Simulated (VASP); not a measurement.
The input files of a VASP run:

File KPOINTS:
```
kpoints
0
Gamma
  8 8 8
```

File POSCAR:
```
Sr
1
    0.0000000000     2.9638320000     2.9638320000
    2.9638320000     0.0000000000     2.9638320000
    2.9638320000     2.9638320000     0.0000000000
Sr
1
Direct
  0.0000000000   0.0000000000   0.0000000000
```

**INCAR**
```
SYSTEM=Sr
PREC=Accurate; ENCUT=300; LREAL=.FALSE.
LASPH=.TRUE.
EDIFF=1E-6; NELM=100; ALGO=Normal
LMAXMIX=4
ISMEAR=-1; SIGMA=0.1
GGA=PE
ISIF=2
LWAVE=.FALSE.; LCHARG=.FALSE.
```

POTCAR, in this order: Sr_sv (PBE.64 set). Program: vasp_std.

**Question.** Translate this PBE calculation to Quantum ESPRESSO's pw.x.

**Answer.** One equivalent input (not run):
```
&CONTROL
  calculation = 'scf'
  pseudo_dir = './pseudo'
  outdir = './out'
  tprnfor = .true.
  tstress = .true.
/
&SYSTEM
  ibrav = 0
  nat = 1
  ntyp = 1
  ecutwfc = 68
  occupations = 'smearing'
  smearing = 'fermi-dirac'
  degauss = 0.00735
  input_dft = 'pbe'
/
&ELECTRONS
  conv_thr = 7.3e-08
  electron_maxstep = 100
/
ATOMIC_SPECIES
  Sr 87.620 Sr.upf
CELL_PARAMETERS angstrom
     0.0000000    2.9638320    2.9638320
     2.9638320    0.0000000    2.9638320
     2.9638320    2.9638320    0.0000000
ATOMIC_POSITIONS crystal
  Sr   0.0000000  0.0000000  0.0000000
K_POINTS automatic
  8 8 8 0 0 0
```
Limits of the translation: the potentials are each code's own (VASP's PAW set, PseudoDojo norm-conserving files in pw.x), so ENCUT and ecutwfc are chosen apart and not converted; conv_thr bounds pw.x's estimated SCF error, while EDIFF bounds the energy change between steps.

The structure comes from a computed database's Sr entry; how it stands against other phases isn't given here. The cell was not relaxed at this level.
